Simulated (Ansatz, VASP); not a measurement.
# BAs in two plane-wave programs, part 2 of 2

One calculation is typed for both programs; each brings its own data sets. How far apart do they land? The cell is taken from a series of runs on this material, whose earlier steps may have relaxed, scaled, displaced or heated it; both programs get it as it stands.

VASP 6.6.1 and Ansatz 0.2.0.

So far: The structure; VASP: zone-centre phonons, LDA.

### 3. Ansatz: zone-centre phonons, LDA

Level of this step: Ansatz beside VASP: Kohn-Sham DFT, plane waves, LDA (Ansatz).

Ansatz runs on its PAW soft_1 files.

The same cell, functional (in two slightly different forms) and mesh now go to Ansatz, which takes its cutoff from its data sets.

input.yaml

```yaml
crystal:
  lattice:
    - [0.0, 2.3421726345, 2.3782417439]
    - [2.3421726345, 0.0, 2.3782417439]
    - [2.3421726345, 2.3421726345, 0.0]
  atoms:
    - { symbol: B, position: [0.0, 0.0, 0.0] }
    - { symbol: As, position: [0.75, 0.75, 0.75] }
kpoints:
  mp_grid: { grid: [12, 12, 12] }
hamiltonian:
  xc: lda
  pseudopotentials: { kind: paw, azcp: { folder: soft_1 }, xc_functional: pbe }
scf:
  occupations: { method: fixed }
output:
  eigenvalues: true
phonons:
  method: dfpt
  dielectric: true
  rigid_motions: translations
```

Run with:

```
$ ansatz run input.yaml --threads 4 --pin off --max-ram 10240MiB --backend cpu --events-out ev --progress --plain --runs-dir out
```

Numbers of over 12 decimals in the logs are rounded to 6 here.

Log:

```text
Engine: ansatz 0.2.0, x86_64-unknown-linux-gnu
Pseudopotentials: kind: paw
Pseudopotential: B, paw, valence charge 3, recommended cutoff 420 eV (normal), soft_1/B.paw.azcp
Pseudopotential: As, paw, valence charge 15, recommended cutoff 420 eV (normal), soft_1/As.paw.azcp
Functional definition: SPW92
  exchange = slater_x
  correlation = pw_c
Crystal: 2 atoms, lattice volume = 26.093 Å³
Basis set: ecut = 420 eV, 531 PW (Γ), exchange–correlation on 48×48×48 points (8 copies of the dense FFT grid, shifted against one another)
Bands: 13, of which v1, the nominal top of the filled ones, is band 9 counted from 1 (8 counted from 0)
Symmetry: 8 space group operations
k-points: 868 of 1728 (irreducible under 1 space group operation, time reversal used)
Non-local potential: B, projectors of the file, l = 0: 2, l = 1: 2, l = 2: 1
Non-local potential: As, projectors of the file, l = 0: 2, l = 1: 2, l = 2: 3, l = 3: 1
PAW form: soft (Blöchl's): semilocal exchange-correlation on the pseudo side does not see the compensation charge
PAW frozen core: B, regenerated for the run's functional, and the local potential with it (the file was generated under x = pbe(κ = 0.804, μ = 0.219515), c = pbe(β = 0.066725))
PAW frozen core: As, regenerated for the run's functional, and the local potential with it (the file was generated under x = pbe(κ = 0.804, μ = 0.219515), c = pbe(β = 0.066725))
PAW one-centre angular grid: B, 110 points (default); XC on 64 Gauss nodes
PAW one-centre angular grid: As, 590 points (default); XC on 64 Gauss nodes
Initial density: superposition of atomic densities (chi_scale 0.1, normalization cell, long waves kept (reshape's long-wave potential 0.00 eV rms))
Initial wavefunctions: pseudopotential atomic-orbital guess
Functional: x = slater, c = lda
SCF iter   1: F=—  HF=-4924.264888 eV  |F-HF|=—  |Δ(HF+E_count)|=         —  Δρ=8.10e-2  dr2=2.18e0  ethr=3.10e-3  ⟨swp⟩=4.4  Hψ=57639  notcnv=0  defer=1236
preconditioner: auto → none  [insulator: Δε(μ)=1.709 eV  Ē_g=12.794 eV  n_scr=8 (ndim 8)  ℏωp=20.6 eV  f_vac=0.000  ε∞_Penn≈3.6]
SCF iter   2: F=—  HF=-4923.576741 eV  |F-HF|=—  |Δ(HF+E_count)|=   6.88e-1  Δρ=2.54e-2  dr2=1.46e-1  ethr=3.10e-3  ⟨swp⟩=2.3  Hψ=24342  notcnv=0  defer=1292
SCF iter   3: F=—  HF=-4923.534446 eV  |F-HF|=—  |Δ(HF+E_count)|=   4.23e-2  Δρ=1.02e-2  dr2=1.83e-2  ethr=8.13e-4  ⟨swp⟩=2.1  Hψ=16189  notcnv=0  defer=1664
SCF iter   4: F=—  HF=-4923.530593 eV  |F-HF|=—  |Δ(HF+E_count)|=   3.85e-3  Δρ=3.66e-3  dr2=2.56e-3  ethr=1.02e-4  ⟨swp⟩=2.5  Hψ=20455  notcnv=0  defer=1706
SCF iter   5: F=—  HF=-4923.529757 eV  |F-HF|=—  |Δ(HF+E_count)|=   8.36e-4  Δρ=7.92e-4  dr2=8.72e-5  ethr=1.42e-5  ⟨swp⟩=3.1  Hψ=20879  notcnv=0  defer=1734
SCF iter   6: F=—  HF=-4923.529755 eV  |F-HF|=—  |Δ(HF+E_count)|=   2.46e-6  Δρ=8.34e-5  dr2=7.24e-7  ethr=4.84e-7  ⟨swp⟩=3.0  Hψ=20806  notcnv=0  defer=1720
SCF iter   7: F=—  HF=-4923.529755 eV  |F-HF|=—  |Δ(HF+E_count)|=   4.56e-7  Δρ=5.02e-6  dr2=2.69e-9  ethr=4.02e-9  ⟨swp⟩=2.0  Hψ=19099  notcnv=0  defer=4
SCF iter   8: F=-4923.529755 eV  HF=-4923.529755 eV  |F-HF|=1.46e-11  |Δ(HF+E_count)|=  3.44e-10  Δρ=2.92e-7  dr2=8.15e-12  ethr=1.00e-12  ⟨swp⟩=7.7  Hψ=69516  notcnv=0
SCF 1 converged in 8 iterations: F = -4923.529755 eV  dr2 = 8.15e-12
  greatest PAW one-centre occupation: 0.999 electrons in one spin orbital (limit 2), on the As atom at site 1 (counted from 0), in its partial waves of l = 2
NSCF: frozen V_eff on 3 k-points
DFPT response loops at Γ: preconditioner auto → none (the input reference at scf.mixing.eps_inf says where Resta's filter doesn't serve); β = 0.50; Broyden in place of MSR1
── the response to a field inside a basis, on 12×12×12 k-points: an SCF that follows is theirs, and a resumed run solves both again ──
Bands: 10, of which v1, the nominal top of the filled ones, is band 9 counted from 1 (8 counted from 0)
k-points: 468 of 1728 (irreducible under 2 space group operations, time reversal used)
Initial density: handed on by an earlier stage of this run
Initial wavefunctions: pseudopotential atomic-orbital guess (no wavefunctions were taken with the density)
Eigensolver: Dense (468 Hₖ)
SCF iter   1: F=—  HF=-4923.529764 eV  |F-HF|=—  |Δ(HF+E_count)|=         —  Δρ=1.49e-4  dr2=1.34e-6  ethr=1.00e-1
preconditioner: auto → none  [insulator: Δε(μ)=1.138 eV  Ē_g=9.880 eV  n_scr=8 (ndim 8)  ℏωp=20.6 eV  f_vac=0.000  ε∞_Penn≈5.3]
SCF iter   2: F=—  HF=-4923.529764 eV  |F-HF|=—  |Δ(HF+E_count)|=   1.44e-8  Δρ=7.96e-5  dr2=4.40e-7  ethr=7.44e-9
SCF iter   3: F=-4923.529764 eV  HF=-4923.529764 eV  |F-HF|=4.62e-8  |Δ(HF+E_count)|=   1.56e-7  Δρ=1.58e-5  dr2=3.60e-8  ethr=2.44e-9
SCF 1 converged in 3 iterations: F = -4923.529764 eV  dr2 = 3.60e-8
DFPT response loops at Γ: mixed as the last ones told, above
SCF converged after 8 iterations
Free energy (F): -4923.529755 eV
Harris-Foulkes:  -4923.529755 eV  (|F-HF|=1.46e-11)
Internal energy: -4923.529755 eV  (E = F + TS)
E sigma→0 (E₀):  -4923.529755 eV
Fermi energy:    11.150209 eV
--- Per-component energies (eV) ---
  E_band       = -213.793052
  E_kinetic    = 149.270217
  E_local      = -1923.122914  (includes V_loc(G=0)·N_el)
  E_nonlocal   = -379.979314
  E_hartree    = 1088.262493
  E_xc         = -103.740510
  E_vxc        = -113.703330  (∫ρ·V_xc dr)
  E_paw        = -2005.350540  (= ΣΔE_a)
  E_vpaw       = -122.782650  (= ΣTr[D̂ρ^β])
  E_aug_tail   = -0.000003  (compensation charges beyond the density's cutoff)
  E_ewald      = -1750.990248
  E_core_change = 2.121063  (= ΣΔE_core)
  E_smearing   = -0.000000  (= −TS)
  E_closure    = 0.000000  (closes the sum)
  Σ components = -4923.529755   (vs F -4923.529755, Δ=0.00e0)
--- Band table (eV; the first three rows and the last of 868) ---
  k-point 0: bands = [... 5 lower, -4.6909, 10.9957, 11.1502, 11.1502, 14.3768, 14.3768, 14.4749, 16.3000]
  k-point 1: bands = [... 5 lower, -4.5727, 10.0413, 10.8194, 10.9235, 14.5826, 14.6809, 14.7641, 16.8631]
  k-point 2: bands = [... 5 lower, -4.2216, 8.0791, 10.3248, 10.4498, 14.5487, 15.3144, 15.3537, 18.0849]
  k-point 867: bands = [... 5 lower, -1.6850, 2.0347, 9.1137, 9.3039, 14.0170, 15.8662, 15.9856, 19.9096]
--- Phonons (Γ-DFPT): 4 representative perturbations + reference, on 868 of 1728 k-points (Σ response iterations 12) ---
  k mesh reduced under 1 symmetry operation, with k and −k counted as one. Each operation leaves every solved perturbation unchanged. A smaller set is not considered because the run solves the response to a homogeneous field
  ASR residual: 1.657e-4 → 0.000e0 eV/Å²; symmetrization residual: 4.203e-6 eV/Å²
  ASR residual per site (eV/Å²): 1.32e-4 1.66e-4
  Γ frequencies (cm⁻¹): 0.00 0.00 0.00 710.17 710.40 710.40
  ε∞ (high-frequency dielectric tensor):
        9.522383    -0.000000     0.000000
       -0.000000     9.522383     0.000000
        0.000000     0.000000     9.787618
  ε⁰ (static dielectric tensor: ions relaxed, cell fixed):
        9.659039    -0.000000    -0.000000
       -0.000000     9.659039     0.000000
       -0.000000     0.000000     9.915076
  ε⁰ − ε∞ (ionic part):
        0.136656    -0.000000    -0.000000
       -0.000000     0.136656     0.000000
       -0.000000     0.000000     0.127458
  softest optical mode at Γ: 710.17 cm⁻¹; the repairs (sum rule, projections) moved no ω² at Γ by more than (1.99 cm⁻¹)²
  Born effective charges Z* (e; rows j = field, columns β = displacement):
    site 0:
        -0.58778    0.00000    0.00000
         0.00000   -0.58778   -0.00000
         0.00000   -0.00000   -0.56747
    site 1:
         0.58778   -0.00000    0.00000
         0.00000    0.58778    0.00000
        -0.00000    0.00000    0.56747
  Z* charge neutrality: 4.403e-4 e pre-enforcement
  solved inside a basis spanned on kpoints, on 12×12×12 k-points, its susceptibility summed on 16×16×16: ε∞ is read to err by 2.7e-2, Z* by 1.6e-2 e (field_mesh: kpoints solves on kpoints); Z* is corrected for what the basis lacks
  optical modes at Γ without the LO–TO term, one row a degenerate level:
      ω (cm⁻¹)  modes    IR ((D/Å)²/amu)
        710.17      1             0.7864
        710.40      2             1.6874
  optical modes at Γ + LO–TO along q̂ = [1.0000, 0.0000, 0.0000]:
      ω (cm⁻¹)  modes    IR ((D/Å)²/amu)
        710.17      1             0.7864
        710.40      1             0.8437
        715.48      1             0.8437
  optical modes at Γ + LO–TO along q̂ = [0.0000, 1.0000, 0.0000]:
      ω (cm⁻¹)  modes    IR ((D/Å)²/amu)
        710.17      1             0.7864
        710.40      1             0.8437
        715.48      1             0.8437
  optical modes at Γ + LO–TO along q̂ = [0.0000, 0.0000, 1.0000]:
      ω (cm⁻¹)  modes    IR ((D/Å)²/amu)
        710.40      2             1.6874
        714.78      1             0.7864
```

### 4. Differences

Known differences besides the potentials themselves: fixed occupations in Ansatz, narrow Gaussian smearing in VASP; VASP's response is taken on the typed mesh, Ansatz refines its own for the field response alone; the data sets hold 18 valence electrons in Ansatz (on its PAW soft_1 files) and 8 in VASP; the cutoff is 420 eV in Ansatz and 500 eV in VASP; VASP's log shows a relativistic correction to its local exchange, Ansatz's none. Total energies have different zeros and are not compared.

Both answers:

```
                                     quantity  Ansatz   VASP  difference
                                        ε∞ xx    9.52   9.51     +0.15 %
                                        ε∞ yy    9.52   9.51     +0.15 %
                                        ε∞ zz    9.79   9.77     +0.17 %
 Born charge of B1 (mean of the diagonal) (e)   -0.58  -0.62       +0.04
Born charge of As2 (mean of the diagonal) (e)    0.58   0.62       -0.04
                        optical mode 1 (cm⁻¹)   710.2  715.3     -0.71 %
                   optical mode 2 to 3 (cm⁻¹)   710.4  715.3     -0.68 %
```

Modes are paired by rising frequency, not by their patterns, so a pair may set unlike modes beside each other; they are those without the splitting of longitudinal modes.

### 5. Outcome

```yaml
r_m_s_difference_of_the_optical_zone_centre_modes_each_program_s_sorted_by_frequency_zone_centre_phonons_lda: 4.9 cm⁻¹
difference_in_optical_mode_1_zone_centre_phonons_lda: -0.7 %
```

In words: The r.m.s. difference of the optical zone-centre modes, each program's sorted by frequency is 4.9 cm⁻¹ (zone-centre phonons, LDA). The data sets hold unlike numbers of valence electrons (18 in Ansatz and 8 in VASP), so part of the differences comes from the potentials. Among the rows given in per cent, the largest difference of the zone-centre phonons, LDA pair is in optical mode 1, -0.7 %. Such differences can come from data sets, numerical settings and the points named under the comparisons, not from the functional's error against experiment.

[Lines on the potential files, build, host, timing and source positions are cut from VASP's logs without a mark.]

[Logs are printed without paths, hosts, clocks, repeated set-up lines and the standing remarks that a program may print on its own settings, such as how far it seeks lower states.]

[Hosts, paths, dates, database ids (printed as entryN), source tags and the programs' standing remarks are cut or masked in the printed files.]
